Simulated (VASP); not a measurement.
OSZICAR of a VASP run on Zn₃₂S₃₂:

**OSZICAR**
```
       N       E                     dE             d eps       ncg     rms          rms(c)
DAV:   1     0.755820206892E+04    0.75582E+04   -0.21948E+05   690   0.195E+03
DAV:   2     0.150637751476E+04   -0.60518E+04   -0.58683E+04   690   0.545E+02
DAV:   3    -0.324711330899E+02   -0.15388E+04   -0.14183E+04   747   0.217E+02
DAV:   4    -0.225096870850E+03   -0.19263E+03   -0.19006E+03   795   0.793E+01
DAV:   5    -0.231663010002E+03   -0.65661E+01   -0.65349E+01   772   0.146E+01    0.393E+01
RMM:   6    -0.218240889144E+03    0.13422E+02   -0.38195E+01   690   0.126E+01    0.301E+01
RMM:   7    -0.217760943895E+03    0.47995E+00   -0.21257E+01   690   0.840E+00    0.990E+00
RMM:   8    -0.217873281169E+03   -0.11234E+00   -0.32316E+00   692   0.378E+00    0.483E+00
RMM:   9    -0.217676354138E+03    0.19693E+00   -0.11748E+00   690   0.239E+00    0.246E+00
RMM:  10    -0.217667735961E+03    0.86182E-02   -0.32916E-01   690   0.157E+00    0.851E-01
RMM:  11    -0.217677961286E+03   -0.10225E-01   -0.97301E-02   731   0.471E-01    0.121E+00
RMM:  12    -0.217674585990E+03    0.33753E-02   -0.28951E-02   690   0.387E-01    0.426E-01
RMM:  13    -0.217675168568E+03   -0.58258E-03   -0.37676E-03   694   0.127E-01    0.590E-01
RMM:  14    -0.217674716231E+03    0.45234E-03   -0.84253E-04   695   0.535E-02    0.387E-01
RMM:  15    -0.217674623446E+03    0.92785E-04   -0.37203E-04   718   0.334E-02    0.287E-01
RMM:  16    -0.217674629564E+03   -0.61184E-05   -0.73833E-05   629   0.153E-02
   1 F= -.21767463E+03 E0= -.21767463E+03  d E =-.217675E+03
```

**Question.** Which electronic solver shows in the log?

**Answer.** It is blocked Davidson (ALGO = Normal, or the opening steps of other solvers) and then RMM-DIIS (ALGO = Fast or VeryFast). The INCAR had ALGO = Fast.

**Question.** Can the final energy be trusted as converged?

**Answer.** The calculation finished and met its thresholds. It stopped with EDIFF = 1E-5, NELM = 100, NSW = 20 and EDIFFG = -0.03 after 1 ionic step (PBE GGA, plane waves, VASP's PBE PAW potentials (set 64)). The supercell is sampled at Γ alone, which is coarse: total energies, pressure and levels can be off, energies of defects by several tenths of an eV.

The cell is a supercell, built from ZnS (zinc blende).
